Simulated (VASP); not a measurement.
Output of a VASP run:

File OSZICAR:
```
       N       E                     dE             d eps       ncg     rms          rms(c)
DAV:   1     0.848542624388E+02    0.84854E+02   -0.87945E+03   754   0.153E+03
DAV:   2    -0.125411702125E+01   -0.86108E+02   -0.82268E+02   842   0.266E+02
DAV:   3    -0.718985536563E+01   -0.59357E+01   -0.59109E+01   929   0.716E+01
DAV:   4    -0.726628137116E+01   -0.76426E-01   -0.76402E-01   874   0.856E+00
DAV:   5    -0.726743815091E+01   -0.11568E-02   -0.11567E-02   879   0.105E+00    0.629E+00
DAV:   6    -0.685222943814E+01    0.41521E+00   -0.95839E-01  1117   0.356E+01    0.491E+00
DAV:   7    -0.683801290308E+01    0.14217E-01   -0.31490E-01   799   0.539E+00    0.252E+00
DAV:   8    -0.683751999382E+01    0.49291E-03   -0.55936E-03   869   0.683E-01    0.717E-01
DAV:   9    -0.683785260468E+01   -0.33261E-03   -0.98635E-04   855   0.339E-01    0.130E-01
DAV:  10    -0.683799913386E+01   -0.14653E-03   -0.18729E-04   854   0.131E-01    0.580E-02
DAV:  11    -0.683802667708E+01   -0.27543E-04   -0.41690E-05   817   0.833E-02    0.827E-03
DAV:  12    -0.683802814281E+01   -0.14657E-05   -0.30632E-06   869   0.226E-02    0.611E-03
DAV:  13    -0.683802800123E+01    0.14158E-06   -0.39305E-07   874   0.148E-02    0.493E-04
DAV:  14    -0.683802800955E+01   -0.83253E-08   -0.71528E-08   562   0.251E-03
   1 F= -.68380280E+01 E0= -.68380280E+01  d E =-.172910E-11
```

OUTCAR:
```
------------------------ aborting loop because EDIFF is reached ----------------------------------------
  FORCE on cell =-STRESS in cart. coord.  units (eV):
  Direction    XX          YY          ZZ          XY          YZ          ZX
  --------------------------------------------------------------------------------------
  Total       -0.6925453     -0.6925453     -0.6925453     -0.0000000      0.0000000      0.0000000
  in kB      -26.3495096    -26.3495096    -26.3495096     -0.0000000      0.0000000      0.0000000
  external PRESSURE =     -26.3495096 kB  Pullay stress =       0.0000000 kB
  volume of cell :       42.11
      direct lattice vectors                 reciprocal lattice vectors
     0.000000000  2.761332750  2.761332750    -0.181071984  0.181071984  0.181071984
     2.761332750  0.000000000  2.761332750     0.181071984 -0.181071984  0.181071984
     2.761332750  2.761332750  0.000000000     0.181071984  0.181071984 -0.181071984
  FREE ENERGIE OF THE ION-ELECTRON SYSTEM (eV)
  ---------------------------------------------------
  free  energy   TOTEN  =        -6.8380280096 eV

  energy  without entropy=       -6.8380280096  energy(sigma->0) =       -6.83802801
```
(Selected blocks of OUTCAR.)

File POSCAR:
```
ZnS
1
    0.0000000000     2.7613327500     2.7613327500
    2.7613327500     0.0000000000     2.7613327500
    2.7613327500     2.7613327500     0.0000000000
Zn S
1 1
Direct
  0.0000000000   0.0000000000   0.0000000000
  0.2500000000   0.2500000000   0.2500000000
```

Task: Reconstruct the remaining input files.

Result: One answer among several that fit: the input of the run itself, PBE GGA, plane waves, VASP's PBE PAW potentials (set 64).

**INCAR**
```
SIGMA  =  0.05   ! width (eV)
LREAL  =  .FALSE.
NELM  =  100   ! most electronic steps
EDIFF  =  1E-7
LASPH  =  .TRUE.
SYSTEM  =  ZnS
ENCUT  =  480
ISMEAR  =  0   ! Gaussian
LCHARG  =  .FALSE.
LWAVE  =  .FALSE.
ALGO  =  Normal
PREC  =  Accurate
ISIF  =  2
GGA  =  PE
LMAXMIX  =  4
```

**KPOINTS**
```
Automatic mesh
0
Gamma
8 8 8
0 0 0
```

POTCAR, in this order: Zn S (PBE.64 set). Program: vasp_std.

The compound is ZnS in the zinc blende structure. This cell was strained or had an atom moved on purpose.
